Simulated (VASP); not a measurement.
Here is the system:

```
CELL_PARAMETERS angstrom
      0.00000     1.94833     1.94833
      1.94833     0.00000     1.94833
      1.94833     1.94833     0.00000
ATOMIC_POSITIONS crystal
  Pt 0.00000 0.00000 0.00000
```

The numbers are results of SCAN meta-GGA, VASP's PBE PAW potentials (set 64) (plane waves; VASP), not measurements. Run with 520 eV cut-off, 18×18×18 Γ-centred mesh, tetrahedra with Blöchl corrections, potentials Pt.

**Question.** Give the energies of bands 1 to 6 at the high-symmetry points, in eV from the Fermi level.

**Answer.** 
```tsv
band	Γ	X	U	L	W
1	-11.20	-7.63	-6.78	-8.02	-6.10
2	-4.09	-7.16	-5.91	-4.20	-4.95
3	-4.09	-0.06	-3.13	-4.20	-4.95
4	-4.09	0.62	-1.50	-0.67	-2.27
5	-1.85	0.62	-0.12	0.06	0.63
6	-1.85	1.57	5.69	0.07	7.10
```

It has no gap at this level: it comes out as a metal or semimetal.

The compound is Pt in the fcc structure. It was relaxed first.
